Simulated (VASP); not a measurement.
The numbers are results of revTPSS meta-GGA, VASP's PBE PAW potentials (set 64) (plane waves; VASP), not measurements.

The input files of a VASP run:

INCAR:
```
SYSTEM = CdSe
PREC = Accurate
ENCUT = 520
EDIFF = 1E-7
NELM = 100
ALGO = Normal
LREAL = .FALSE.
LASPH = .TRUE.
ISMEAR = 0
SIGMA = 0.05
METAGGA = RTPSS
LMIXTAU = .TRUE.
LMAXMIX = 4
LWAVE = .FALSE.
LCHARG = .FALSE.
ISIF = 2
```

File POSCAR:
```
CdSe
1
    0.0000000000     3.1087599093     3.1087599093
    3.1087599093     0.0000000000     3.1087599093
    3.1087599093     3.1087599093     0.0000000000
Cd Se
1 1
Direct
  0.0000000000   0.0000000000   0.0000000000
  0.2500000000   0.2500000000   0.2500000000
```

File KPOINTS:
```
K-points
0
gamma
 8 8 8
```

POTCAR, in this order: Cd Se (PBE.64 set). Program: vasp_std.

The run wrote:

### OSZICAR
```
       N       E                     dE             d eps       ncg     rms          rms(c)
DAV:   1     0.128220062077E+03    0.12822E+03   -0.88046E+03   754   0.124E+03
DAV:   2     0.181420732182E+02   -0.11008E+03   -0.10570E+03   859   0.296E+02
DAV:   3     0.134575543368E+02   -0.46845E+01   -0.46688E+01   914   0.647E+01
DAV:   4     0.134337761445E+02   -0.23778E-01   -0.23776E-01   794   0.466E+00
DAV:   5     0.134336234072E+02   -0.15274E-03   -0.15273E-03   949   0.343E-01    0.614E+00
DAV:   6     0.189538245643E+02    0.55202E+01   -0.53713E+00   754   0.356E+01    0.562E+00
DAV:   7     0.186060171898E+02   -0.34781E+00   -0.36170E-01   764   0.707E+00    0.375E+00
DAV:   8     0.185639961829E+02   -0.42021E-01   -0.99121E-01   759   0.101E+01    0.103E+00
DAV:   9     0.186825130030E+02    0.11852E+00   -0.26285E+03   754   0.882E+04    0.824E-01
DAV:  10     0.187112661978E+02    0.28753E-01   -0.60751E-01   754   0.977E+00    0.770E-01
DAV:  11     0.186380829429E+02   -0.73183E-01   -0.11958E-02   794   0.119E+00    0.587E-01
DAV:  12     0.186617630396E+02    0.23680E-01   -0.96618E+02   759   0.353E+04    0.229E-01
DAV:  13     0.186158214150E+02   -0.45942E-01   -0.24007E-01   754   0.690E+00    0.923E-02
DAV:  14     0.186209581114E+02    0.51367E-02   -0.29675E-03   754   0.597E-01    0.811E-02
DAV:  15     0.186177383111E+02   -0.32198E-02   -0.46754E-04   769   0.272E-01    0.667E-02
DAV:  16     0.186148600053E+02   -0.28783E-02   -0.73330E-04   754   0.327E-01    0.409E-02
DAV:  17     0.186148155501E+02   -0.44455E-04   -0.83537E-05   819   0.809E-02    0.175E-02
DAV:  18     0.186147596453E+02   -0.55905E-04   -0.18070E-05   754   0.559E-02    0.108E-02
DAV:  19     0.186147529840E+02   -0.66612E-05   -0.54285E-06   799   0.272E-02    0.487E-03
DAV:  20     0.186147480595E+02   -0.49245E-05   -0.16529E-06   759   0.155E-02    0.187E-03
DAV:  21     0.186147468372E+02   -0.12223E-05   -0.30756E-07   789   0.660E-03    0.147E-03
DAV:  22     0.186147456338E+02   -0.12034E-05   -0.62409E-07   754   0.881E-03    0.866E-04
DAV:  23     0.186147455592E+02   -0.74597E-07   -0.49734E-08   607   0.248E-03
   1 F= 0.18614746E+02 E0= 0.18614746E+02  d E =-.492408E-15
```

### OUTCAR
```
------------------------ aborting loop because EDIFF is reached ----------------------------------------
  FORCE on cell =-STRESS in cart. coord.  units (eV):
  Direction    XX          YY          ZZ          XY          YZ          ZX
  --------------------------------------------------------------------------------------
  Total       -0.4893025     -0.4893025     -0.4893025      0.0000000      0.0000000     -0.0000000
  in kB      -13.0465732    -13.0465732    -13.0465732      0.0000000      0.0000000     -0.0000000
  external PRESSURE =     -13.0465732 kB  Pullay stress =       0.0000000 kB
  volume of cell :       60.09
      direct lattice vectors                 reciprocal lattice vectors
     0.000000000  3.108759909  3.108759909    -0.160835836  0.160835836  0.160835836
     3.108759909  0.000000000  3.108759909     0.160835836 -0.160835836  0.160835836
     3.108759909  3.108759909  0.000000000     0.160835836  0.160835836 -0.160835836
  FREE ENERGIE OF THE ION-ELECTRON SYSTEM (eV)
  ---------------------------------------------------
  free  energy   TOTEN  =        18.6147455592 eV

  energy  without entropy=       18.6147455592  energy(sigma->0) =       18.61474556
```
(Selected blocks of OUTCAR.)

The compound is CdSe in the zinc blende structure, whereas wurtzite is the usual form. This cell is one point of a volume scan, at 1.03 of the reference volume.
